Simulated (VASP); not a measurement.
```yaml
crystal:
  lattice:
    - [3.60115, 0.00000, 0.00000]
    - [-1.80057, 3.11869, 0.00000]
    - [0.00000, 0.00000, 5.54493]
  atoms:
    - { symbol: Y, position: [0.66667, 0.33333, 0.75000] }
    - { symbol: Y, position: [0.33333, 0.66667, 0.25000] }
```

Level of theory: PBEsol GGA, VASP's PBE PAW potentials (set 64) (plane waves; VASP). Run with PREC = Normal, EDIFF = 1E-5, 400 eV cut-off, 13×13×8 Γ-centred mesh, first-order Methfessel-Paxton smearing of 0.10 eV, potentials Y_sv.

Problem. Estimate the energy per atom (σ→0), band gap (on the k-mesh) with the smallest direct gap where there is one.

Solution. 
```
Property                                                    Result
------------------------  ----------------------------------------
band gap (on the k-mesh)  none (metal, semimetal or under 0.01 eV)
energy per atom (σ→0)                               -6.821 eV/atom
```

Total energies compare only between runs with the same potentials, cut-off and functional.

The compound is Y in the hcp structure. It was relaxed first, which changed the volume by -6 %.
